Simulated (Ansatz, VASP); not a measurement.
One calculation of YSe, two programs

```
CELL_PARAMETERS angstrom
0.00000 2.85570 2.85570
2.85570 0.00000 2.85570
2.85570 2.85570 0.00000
ATOMIC_POSITIONS crystal
Y 0.00000 0.00000 0.00000
Se 0.50000 0.50000 0.50000
```

Change from the starting cell: volume scaled by 0.98, crystal datasets.

Alike in both runs: task electric field gradients; functional LDA; k mesh 7 × 7 × 7; occupations fermi-dirac, width 0.03 eV; no spin polarisation.

```csv
,VASP,Ansatz
version,VASP 6.6.1,Ansatz 0.2.0
potentials or method,"VASP PAW LDA potentials, release 64 (Y_sv, Se), cutoff 520 eV","all-electron PAW with datasets made for the crystal, scalar-relativistic"
```

VASP gave:

* pressure (GPa): -3.0
* Vzz of the field gradient on the site that differs most (V/Å²): 0.0

Q: Which values does Ansatz return?

A: Pressure (GPa): -3.1; Vzz of the field gradient on the site that differs most (V/Å²): 0.0.

Ansatz ran all-electron here, so the differences hold the error of VASP's frozen core and of both bases. Ansatz warned: «gradients_without_spin_orbit».
